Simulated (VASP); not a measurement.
Here is the system:

```
Al4Ba
1.0
   -2.29039     2.29039     5.65716
    2.29039    -2.29039     5.65716
    2.29039     2.29039    -5.65716
Ba Al
1 4
Cartesian
  0.00000   0.00000   0.00000
  0.00000   2.29039   2.82858
  2.29039   0.00000   2.82858
  0.00000   0.00000   4.30764
  0.00000   0.00000   7.00668
```

Level of theory: PBE GGA, VASP's PBE PAW potentials (set 64) (plane waves; VASP). Settings: 400 eV cut-off, 11×11×11 Γ-centred mesh, tetrahedra with Blöchl corrections, potentials Ba_sv Al.

The cores are frozen, which limits the accuracy of field gradients.

### Question
Give the principal components of the electric field gradient (V/Å²) and the asymmetry η at each nucleus.

### Answer

```json
[
 {"atom": "Ba1", "Vxx": "-14.6", "Vyy": "-14.6", "Vzz": "29.2", "η": "0.00"},
 {"atom": "Al2", "Vxx": "10.1", "Vyy": "10.1", "Vzz": "-20.2", "η": "0.00"},
 {"atom": "Al3", "Vxx": "10.1", "Vyy": "10.1", "Vzz": "-20.2", "η": "0.00"},
 {"atom": "Al4", "Vxx": "2.2", "Vyy": "2.2", "Vzz": "-4.4", "η": "0.00"},
 {"atom": "Al5", "Vxx": "2.2", "Vyy": "2.2", "Vzz": "-4.4", "η": "0.00"}
]
```

The compound is BaAl4 in the sg139 structure. It was relaxed first.
